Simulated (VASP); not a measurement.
Given:

```xyz
4
Lattice="2.3040 -3.9907 0.0000 2.3040 3.9907 0.0000 0.0000 0.0000 7.4979" Properties=species:S:1:pos:R:3 pbc="T T T"
Mg     2.3040    -1.3302     3.7477
Mg     2.3040     1.3302     7.4967
Te     2.3040    -1.3302     6.5694
Te     2.3040     1.3302     2.8205
```

Level of theory: PBE GGA, VASP's PBE PAW potentials (set 64) (plane waves; VASP). Run with 520 eV cut-off, Gaussian smearing of 0.050 eV, potentials Mg Te.

Unless said otherwise, spin-orbit coupling is left out, though it shifts the bands of the heavy elements here.

Problem. Give the energies of bands 3 to 11 at the high-symmetry points, in eV from the valence-band maximum.

Solution. 
```json
[
 {"band": "3", "Γ": "-3.16", "M": "-3.00", "K": "-2.51", "A": "-1.95", "L": "-3.08", "H": "-2.88"},
 {"band": "4", "Γ": "-0.47", "M": "-2.55", "K": "-2.51", "A": "-1.95", "L": "-3.08", "H": "-2.88"},
 {"band": "5", "Γ": "-0.47", "M": "-1.90", "K": "-2.27", "A": "-0.25", "L": "-0.86", "H": "-1.86"},
 {"band": "6", "Γ": "-0.01", "M": "-1.19", "K": "-1.36", "A": "-0.25", "L": "-0.86", "H": "-1.86"},
 {"band": "7", "Γ": "-0.01", "M": "-0.96", "K": "-1.36", "A": "-0.25", "L": "-0.85", "H": "-0.60"},
 {"band": "8", "Γ": "0.00", "M": "-0.43", "K": "-1.31", "A": "-0.25", "L": "-0.85", "H": "-0.60"},
 {"band": "9", "Γ": "2.36", "M": "3.17", "K": "3.58", "A": "3.38", "L": "3.21", "H": "3.85"},
 {"band": "10", "Γ": "2.93", "M": "3.83", "K": "5.57", "A": "3.38", "L": "3.21", "H": "3.85"},
 {"band": "11", "Γ": "5.25", "M": "4.25", "K": "5.57", "A": "5.51", "L": "4.26", "H": "5.14"}
]
```

The gap is direct, 2.36 eV, from the valence maximum at Γ to the conduction minimum at Γ.

The compound is MgTe in the wurtzite structure. It was relaxed first.
